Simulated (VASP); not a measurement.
# Ge2Pd (relaxed from the AlB2 structure, space group P6/mmm): computed properties

All values below come from r2SCAN meta-GGA, VASP's PBE PAW potentials (set 64) (plane waves; VASP 6.6.1).

| Property | Value |
|---|---|
| space group | P6/mmm (191) |
| cell | a = b = 4.5747 Å, c = 2.7596 Å, α = β = 90.00°, γ = 120.00° |
| volume per atom | 16.67 Å³/atom |
| band gap (over mesh and band path) | none (metal, semimetal or under 0.01 eV) |
| density | 8.36 g/cm³ |

```cif
data_Ge2Pd
_chemical_formula_sum 'Pd1 Ge2'
_space_group_name_H-M_alt 'P6/mmm'
_space_group_IT_number 191
_space_group_name_Hall '-P 6 2'
_cell_length_a 4.57472
_cell_length_b 4.57472
_cell_length_c 2.75960
_cell_angle_alpha 90.000
_cell_angle_beta 90.000
_cell_angle_gamma 120.000
loop_
_atom_site_label
_atom_site_type_symbol
_atom_site_symmetry_multiplicity
_atom_site_Wyckoff_symbol
_atom_site_fract_x
_atom_site_fract_y
_atom_site_fract_z
_atom_site_occupancy
Pd1 Pd 1 a 0.00000 0.00000 0.00000 1
Ge1 Ge 2 d 0.33333 0.66667 0.50000 1
```

The structure was generated: Ge2Pd was put into the AlB2 type (P6/mmm), which need not be its known phase. It was relaxed first, which changed the volume by -41 %. Symmetry was kept, so distortions that lower it aren't found.
